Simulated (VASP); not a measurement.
Output of a VASP run:

### OUTCAR
```
 ion  position               nearest neighbor table
   1  0.000  0.000  0.000-   2 2.78   2 2.78   2 2.78   2 2.78   2 2.78   2 2.78   2 2.78   2 2.78
  LATTYP: Found a simple cubic cell.
 ALAT       =     3.2085564327
 Subroutine PRICEL returns:
 Original cell was already a primitive cell.
 Subroutine GETGRP returns: Found 48 space group operations
The static configuration has the point symmetry O_h .
The dynamic configuration has the point symmetry O_h .
 Subroutine INISYM returns: Found 48 space group operations
 Subroutine IBZKPT returns following result:
 Found     84 irreducible k-points:

 Following reciprocal coordinates:
            Coordinates               Weight
  0.000000  0.000000  0.000000      1.000000
  0.076923  0.000000  0.000000      6.000000
  0.153846  0.000000  0.000000      6.000000
  0.230769  0.000000  0.000000      6.000000
  0.307692  0.000000  0.000000      6.000000
  0.384615  0.000000  0.000000      6.000000
  0.461538  0.000000  0.000000      6.000000
  0.076923  0.076923  0.000000     12.000000
  0.153846  0.076923  0.000000     24.000000
  0.230769  0.076923  0.000000     24.000000
  0.307692  0.076923  0.000000     24.000000
  0.384615  0.076923  0.000000     24.000000
  0.461538  0.076923  0.000000     24.000000
  0.153846  0.153846  0.000000     12.000000
  0.230769  0.153846  0.000000     24.000000
  0.307692  0.153846  0.000000     24.000000
  0.384615  0.153846  0.000000     24.000000
  0.461538  0.153846  0.000000     24.000000
  0.230769  0.230769  0.000000     12.000000
  0.307692  0.230769  0.000000     24.000000
  0.384615  0.230769  0.000000     24.000000
  0.461538  0.230769  0.000000     24.000000
  0.307692  0.307692  0.000000     12.000000
  0.384615  0.307692  0.000000     24.000000
  0.461538  0.307692  0.000000     24.000000
  0.384615  0.384615  0.000000     12.000000
  0.461538  0.384615  0.000000     24.000000
  0.461538  0.461538  0.000000     12.000000
  0.076923  0.076923  0.076923      8.000000
  0.153846  0.076923  0.076923     24.000000
  0.230769  0.076923  0.076923     24.000000
  0.307692  0.076923  0.076923     24.000000
  0.384615  0.076923  0.076923     24.000000
  0.461538  0.076923  0.076923     24.000000
  0.153846  0.153846  0.076923     24.000000
  0.230769  0.153846  0.076923     48.000000
  0.307692  0.153846  0.076923     48.000000
  0.384615  0.153846  0.076923     48.000000
  0.461538  0.153846  0.076923     48.000000
  0.230769  0.230769  0.076923     24.000000
   k-points           NKPTS =     84   k-points in BZ     NKDIM =     84   number of bands    NBANDS=     13
   number of dos      NEDOS =    601   number of ions     NIONS =      2
   total plane-waves  NPLWV =  13824
   dimension x,y,z NGX =    24 NGY =   24 NGZ =   24
   dimension x,y,z NGXF=    48 NGYF=   48 NGZF=   48
   ions per type =               1   1
   PREC   = accura    normal or accurate (medium, high low for compatibility)
   ISTART =      0    job   : 0-new  1-cont  2-samecut
   ICHARG =      2    charge: 1-file 2-atom 10-const
   ISPIN  =      1    spin polarized calculation?
   LNONCOLLINEAR =      F non collinear calculations
   LSORBIT =      F    spin-orbit coupling
   INIWAV =      1    electr: 0-lowe 1-rand  2-diag
   ENCUT  =  400.0 eV  29.40 Ry    5.42 a.u.   5.23  5.23  5.23*2*pi/ulx,y,z
   NELM   =    100;   NELMIN=  2; NELMDL= -5     # of ELM steps
   EDIFF  = 0.1E-06   stopping-criterion for ELM
   LREAL  =      F    real-space projection
   NLSPLINE    = F    spline interpolate recip. space projectors
   LMAXMIX     =    4 max onsite mixed and CHGCAR
   VOSKOWN=      0    Vosko Wilk Nusair interpolation
   EDIFFG = 0.1E-05   stopping-criterion for IOM
   NSW    =      0    number of steps for IOM
   NBLOCK =      1;   KBLOCK =      1    inner block; outer block
   IBRION =     -1    ionic relax: 0-MD 1-quasi-New 2-CG
   NFREE  =      0    steps in history (QN), initial steepest desc. (CG)
...
```

File OSZICAR:
```
       N       E                     dE             d eps       ncg     rms          rms(c)
DAV:   1     0.893104510543E+02    0.89310E+02   -0.86523E+03  2200   0.115E+03
DAV:   2    -0.414066938861E+02   -0.13072E+03   -0.12750E+03  2704   0.383E+02
DAV:   3    -0.476818092295E+02   -0.62751E+01   -0.61329E+01  3480   0.665E+01
DAV:   4    -0.479313101007E+02   -0.24950E+00   -0.24929E+00  3042   0.133E+01
DAV:   5    -0.479451203391E+02   -0.13810E-01   -0.13823E-01  3738   0.245E+00    0.100E+01
DAV:   6    -0.402086571609E+02    0.77365E+01   -0.59633E+00  3605   0.291E+01    0.226E+00
DAV:   7    -0.403495168625E+02   -0.14086E+00   -0.77159E-01  2704   0.814E+00    0.148E+00
DAV:   8    -0.403905633584E+02   -0.41046E-01   -0.40147E-01  2529   0.584E+00    0.684E-01
DAV:   9    -0.404389759900E+02   -0.48413E-01   -0.31086E-02  2746   0.196E+00    0.398E-01
DAV:  10    -0.404916334505E+02   -0.52657E-01   -0.62751E-02  2540   0.261E+00    0.118E-01
DAV:  11    -0.404891703834E+02    0.24631E-02   -0.60545E-03  2644   0.805E-01    0.149E-01
DAV:  12    -0.404903225524E+02   -0.11522E-02   -0.56194E-03  2524   0.680E-01    0.555E-02
DAV:  13    -0.404929879983E+02   -0.26654E-02   -0.12443E-03  2249   0.387E-01    0.116E-02
DAV:  14    -0.404930489062E+02   -0.60908E-04   -0.68793E-05  3549   0.740E-02    0.902E-03
DAV:  15    -0.404930469001E+02    0.20061E-05   -0.94438E-06  2841   0.300E-02    0.346E-03
DAV:  16    -0.404930679144E+02   -0.21014E-04   -0.37190E-06  2639   0.196E-02    0.203E-03
DAV:  17    -0.404930625425E+02    0.53718E-05   -0.46354E-07  2755   0.813E-03    0.799E-04
DAV:  18    -0.404930592620E+02    0.32805E-05   -0.78166E-08  1442   0.309E-03    0.483E-04
DAV:  19    -0.404930596798E+02   -0.41776E-06   -0.16358E-08  1262   0.162E-03    0.241E-04
DAV:  20    -0.404930592261E+02    0.45365E-06   -0.65490E-09  1167   0.930E-04    0.140E-04
DAV:  21    -0.404930585069E+02    0.71922E-06   -0.54012E-09  1167   0.874E-04    0.234E-04
DAV:  22    -0.404930582420E+02    0.26495E-06   -0.33465E-09  1142   0.624E-04    0.643E-05
DAV:  23    -0.404930581815E+02    0.60494E-07   -0.19001E-09  1152   0.381E-04
   1 F= -.40493058E+02 E0= -.40493058E+02  d E =0.000000E+00
       N       E                     dE             ncg
```

File OUTCAR:
```
------------------------ aborting loop because EDIFF is reached ----------------------------------------
  FORCE on cell =-STRESS in cart. coord.  units (eV):
  Direction    XX          YY          ZZ          XY          YZ          ZX
  --------------------------------------------------------------------------------------
  Total       -0.0559849     -0.0559849     -0.0559849      0.0000000      0.0000000     -0.0000000
  in kB       -2.7155167     -2.7155167     -2.7155167      0.0000000      0.0000000     -0.0000000
  external PRESSURE =      -2.7155167 kB  Pullay stress =       0.0000000 kB
  volume of cell :       33.03
      direct lattice vectors                 reciprocal lattice vectors
     3.208556433  0.000000000  0.000000000     0.311666639  0.000000000  0.000000000
     0.000000000  3.208556433  0.000000000     0.000000000  0.311666639  0.000000000
     0.000000000  0.000000000  3.208556433     0.000000000  0.000000000  0.311666639
 POSITION                                       TOTAL-FORCE (eV/Angst)
 -----------------------------------------------------------------------------------
      0.00000      0.00000      0.00000         0.000000      0.000000      0.000000
      1.60428      1.60428      1.60428         0.000000      0.000000      0.000000
 -----------------------------------------------------------------------------------
    total drift:                                0.000000      0.000000      0.000000
  FREE ENERGIE OF THE ION-ELECTRON SYSTEM (eV)
  ---------------------------------------------------
  free  energy   TOTEN  =       -40.4930581815 eV

  energy  without entropy=      -40.4930581815  energy(sigma->0) =      -40.49305818

 total charge

# of ion       s       p       d       tot
------------------------------------------
    1        2.146   5.994   2.466  10.606
    2        1.216   1.627   0.069   2.911
--------------------------------------------------
tot          3.362   7.621   2.535  13.517
```
(Selected blocks of OUTCAR.)

**POSCAR**
```
NbAs
1
    3.2085564327     0.0000000000    -0.0000000000
    0.0000000000     3.2085564327     0.0000000000
    0.0000000000    -0.0000000000     3.2085564327
Nb As
1 1
Direct
  0.0000000000   0.0000000000   0.0000000000
  0.5000000000   0.5000000000   0.5000000000
```

Question: Reconstruct the remaining input files.

Answer: One answer among several that fit: the input of the run itself, r2SCAN meta-GGA, plane waves, VASP's PBE PAW potentials (set 64).

**INCAR**
```
SYSTEM = NbAs
PREC = Accurate
ENCUT = 400
EDIFF = 1E-7
NELM = 100
ALGO = Normal
LREAL = .FALSE.
LASPH = .TRUE.
ISMEAR = -5
METAGGA = R2SCAN
LMIXTAU = .TRUE.
LMAXMIX = 4
LWAVE = .FALSE.
LCHARG = .FALSE.
LORBIT = 11
NEDOS = 601
ISIF = 2
```

KPOINTS_OPT:
```
k-points along high-symmetry lines
10
Line-mode
Reciprocal
  0.000000   0.000000   0.000000 ! GAMMA
  0.000000   0.500000   0.000000 ! X

  0.000000   0.500000   0.000000 ! X
  0.500000   0.500000   0.000000 ! M

  0.500000   0.500000   0.000000 ! M
  0.000000   0.000000   0.000000 ! GAMMA

  0.000000   0.000000   0.000000 ! GAMMA
  0.500000   0.500000   0.500000 ! R

  0.500000   0.500000   0.500000 ! R
  0.000000   0.500000   0.000000 ! X

  0.500000   0.500000   0.500000 ! R
  0.500000   0.500000   0.000000 ! M
```

KPOINTS:
```
Automatic mesh
0
Gamma
13 13 13
0 0 0
```

POTCAR, in this order: Nb_sv As (PBE.64 set). Program: vasp_std.

For a metal the tetrahedron method with Blöchl corrections gives inexact stress and forces.

The structure was generated: NbAs was put into the CsCl type (Pm-3m), which need not be its known phase. It was relaxed first.
